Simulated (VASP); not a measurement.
**Ca2GeF6: relaxation of cell and atoms with PBE**

Ca2GeF6:

```
Ca Ge F
1.0
     0.00000    4.00168    4.00168
     4.00168    0.00000    4.00168
     4.00168    4.00168    0.00000
Ca Ge F
2 1 6
Direct
  0.25000 0.25000 0.25000
  0.75000 0.75000 0.75000
  0.00000 0.00000 0.00000
  0.73705 0.26295 0.26295
  0.26295 0.73705 0.26295
  0.26295 0.73705 0.73705
  0.73705 0.26295 0.73705
  0.26295 0.26295 0.73705
  0.73705 0.73705 0.26295
```

The cell was built by a generator and needn't be a form met in nature.

The cell isn't the ideal one: species swapped into the Cs2WBr6 type (Fm-3m, No. 225).

```yaml
Program: VASP 6.6.1
Task: relaxation of cell and atoms
Functional: PBE
Potentials_or_basis: VASP PAW PBE potentials, release 64 (Ca_sv, Ge_d, F)
Cutoff: 600 eV
k_mesh: 6 × 6 × 6
Occupations: gaussian, width 0.02 eV
Spin: no spin polarisation
Dipole_correction: no
Further_INCAR_settings: ALGO = Fast; EDIFF = 1e-07; IBRION = 2; EDIFFG = -0.01; NSW = 100; ISIF = 3
```

```json
{
 "Relaxed volume": "14.18 Å³/atom",
 "Relaxed cell": "a = 5.651 Å, b = 5.651 Å, c = 5.651 Å, α = 60.00°, β = 60.00°, γ = 60.00°",
 "Space group after relaxing (to 0.05 Å)": "Fm-3m (No. 225)",
 "Energy gained by relaxing": "0.1 meV/atom",
 "Ionic steps": "6",
 "Pressure after relaxing": "0.0 GPa",
 "Band gap on the k mesh": "1.89 eV, indirect (least direct gap 2.53 eV)"
}
```

The path:
| step | energy change (eV) | largest force (eV/Å) | pressure (GPa) | volume (Å³) |
| --- | --- | --- | --- | --- |
| 1 | 0.0000 | 0.0262 | -0.60 | 128.16 |
| 2 | 0.0001 | 0.0525 | 0.31 | 127.17 |
| 3 | -0.0004 | 0.0357 | 0.00 | 127.78 |
| 4 | -0.0004 | 0.0383 | 0.06 | 127.68 |
| 5 | -0.0006 | 0.0102 | 0.00 | 127.64 |
| 6 | -0.0007 | 0.0009 | -0.02 | 127.63 |

Final structure:
```
Ca Ge F
1.0
     0.00000    3.99615    3.99615
     3.99615    0.00000    3.99615
     3.99615    3.99615    0.00000
Ca Ge F
2 1 6
Direct
  0.25000 0.25000 0.25000
  0.75000 0.75000 0.75000
  0.00000 0.00000 0.00000
  0.73667 0.26333 0.26333
  0.26333 0.73667 0.26333
  0.26333 0.73667 0.73667
  0.73667 0.26333 0.73667
  0.26333 0.26333 0.73667
  0.73667 0.73667 0.26333
```

Levels at points of the mesh, in eV from the valence-band top:
```csv
k point,band 35,band 36,band 37,band 38,band 39,band 40,band 41,band 42
"(0.00, 0.00, 0.00)",-4.07,-4.07,-4.07,-1.32,1.89,1.89,2.25,2.25
"(0.50, 0.00, 0.00)",-4.25,-4.18,-4.18,-0.23,2.66,2.66,2.70,2.88
"(0.50, 0.50, 0.00)",-4.48,-4.17,-4.11,-0.01,2.52,2.66,3.01,3.14
```

It took 37 min on 1 thread of Intel(R) Xeon(R) Platinum 8488C (Sapphire Rapids) (shared host), peak memory 0.43 GiB.

A k mesh can miss the band edges.
